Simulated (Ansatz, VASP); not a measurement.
## BPd4: VASP beside Ansatz

```
B Pd
1.0
    -2.54089    2.54089    2.54089
     2.54089   -2.54089    2.54089
     2.54089    2.54089   -2.54089
B Pd
1 4
Direct
  0.00000 0.00000 0.00000
  0.00000 0.00000 0.50000
  0.00000 0.50000 0.00000
  0.50000 0.00000 0.00000
  0.50000 0.50000 0.50000
```

Change from the starting cell: species swapped into the MnGa4 type (Im-3m, No. 229).

Alike in both runs: task relaxation of cell and atoms; functional PBE; k mesh 6 × 6 × 6; occupations gaussian, width 0.1 eV; no spin polarisation.

|  | VASP | Ansatz |
| --- | --- | --- |
| version | VASP 6.6.1 | Ansatz 0.2.0 |
| potentials or method | VASP PAW PBE potentials, release 64 (B, Pd) | scalar-relativistic, plane waves, PAW |
| plane-wave cutoff (eV) | 600 | 420 |
| valence electrons in the cell | 43 | 75 |

|  | VASP | Ansatz | Ansatz less VASP |
| --- | --- | --- | --- |
| gap on the k mesh at the Fermi level, each at its own relaxed structure (eV) | none | none | - |
| relaxed volume (Å³/atom) | 14.89 | 14.92 | +0.021 |
| relaxed cell length with the largest relative difference (Å) | 4.591 | 4.593 | +0.0021 |
| energy change over the relaxation (meV/atom) | -134 | -138 | -4.1 |

A gap of «none» marks a metal or a gap that the smearing closes. The two sets of potentials don't hold the same shells in valence.
